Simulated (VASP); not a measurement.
C:

```
CELL_PARAMETERS angstrom
2.47000 0.00000 0.00000
-1.23500 2.13908 0.00000
0.00000 0.00000 6.79000
ATOMIC_POSITIONS crystal
C 0.00000 0.00000 0.00000
C 0.00000 0.00000 0.50000
C 0.33333 0.66667 0.00500
C 0.66667 0.33333 0.50500
```

This is a stacking variant of graphite.

```yaml
Program: VASP 6.6.1
Task: relaxation of cell and atoms
Functional: PBE
Potentials_or_basis: VASP PAW PBE potentials, release 64 (C)
Cutoff: 520 eV
k_mesh: 16 × 16 × 5
Occupations: gaussian, width 0.1 eV
Spin: no spin polarisation
```

At the start: pressure 0.0 GPa; volume 8.97 Å³/atom.

Task: How do energy, volume and symmetry change on relaxing?

Result: Over 12 steps the energy falls by 14.3 meV/atom and the volume is 10.03 Å³/atom (+11.8 %); space group P6_3/mmc (No. 194, to 0.05 Å).

The path:
```
step  energy change (eV)  largest force (eV/Å)  pressure (GPa)  volume (Å³)
   1              0.0000                0.5679            0.04        35.88
   2             -0.0155                0.3511            3.09        35.89
   3             -0.0225                0.0240            2.03        35.88
   4             -0.0262                0.0919           -0.90        36.43
   5             -0.0262                0.0899           -0.82        36.42
   6             -0.0291                0.0853           -0.78        36.58
   7             -0.0367                0.0712           -0.63        37.07
   8             -0.0481                0.0424           -0.34        38.04
   9             -0.0573                0.0186            0.18        39.97
  10             -0.0573                0.0211            0.19        40.05
  11             -0.0572                0.0143           -0.47        40.23
  12             -0.0574                0.0085           -0.03        40.11
```

Final structure:
```yaml
crystal:
  lattice:
    - [2.46768, 0.00000, 0.00000]
    - [-1.23384, 2.13707, 0.00000]
    - [0.00000, 0.00000, 7.60625]
  atoms:
    - { symbol: C, position: [0.00000, 0.00000, 0.00247] }
    - { symbol: C, position: [0.00000, 0.00000, 0.50247] }
    - { symbol: C, position: [0.33333, 0.66667, 0.00253] }
    - { symbol: C, position: [0.66667, 0.33333, 0.50253] }
```

Caveat: this functional lacks dispersion, which binds the layers, so the pressure and a relaxed spacing across them are unreliable; the volume moved by +12 % from the deposited cell, more than functionals usually miss.
